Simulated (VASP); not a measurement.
Write the native input for VASP 6.6.1 that does the following.

* Task: single point
* Functional: PBE
* Potentials or basis: VASP PAW PBE potentials, release 64 (B, W_sv)
* Cutoff: 520 eV
* k mesh: 6 × 6 × 4
* Occupations: gaussian, width 0.1 eV
* Spin: no spin polarisation
* Dipole correction: no
* Further INCAR settings: ALGO = Normal; EDIFF = 1e-06; NBANDS = 46

The structure of BW5 lies in POSCAR:

```
BW5
1.0
    4.5325667586     -0.0000000030      0.0000000000
   -2.2662833767      3.9253179588      0.0000000000
    0.0000000000      0.0000000000      5.1944972031
B W
1 5
Direct
    0.0000000000      0.0000000000      0.5000000000
    0.6666666667      0.3333333333      0.7529892466
    0.0000000000      0.0000000000      0.0000000000
    0.6666666667      0.3333333333      0.2470107534
    0.3333333333      0.6666666667      0.2470107534
    0.3333333333      0.6666666667      0.7529892466
```

The cell was built by a generator and needn't be a form met in nature.

The cell isn't the ideal one: species swapped into the BaSn5 type (P6/mmm, No. 191).

One way to write it, as run:

INCAR

```
SYSTEM = BW5
PREC = Accurate ; ENCUT = 520
EDIFF = 1E-6 ; ISMEAR = 0
SIGMA = 0.1 ; LREAL = .FALSE.
LASPH = .TRUE. ; NELM = 100
ALGO = Normal ; ISIF = 2
LWAVE = .FALSE. ; LCHARG = .FALSE.
GGA = PE ; NBANDS = 46
```

KPOINTS

```
regular mesh
0
G
  6 6 4
  0 0 0
```

Potentials or basis: VASP PAW PBE potentials, release 64 (B, W_sv).

Launch:

```console
$ cat potpaw_PBE.64/B/POTCAR potpaw_PBE.64/W_sv/POTCAR > POTCAR
$ mpirun -np 1 vasp_std > vasp.out
```

Results of the run:

- Pressure: 0.6 GPa
- Largest force: 0.008 eV/Å
- Band gap on the k mesh: none (metal or under the smearing width)

Wall time 46 s on 1 thread of Intel(R) Xeon(R) 6975P-C (Granite Rapids), on a shared host, peak memory 0.24 GiB.
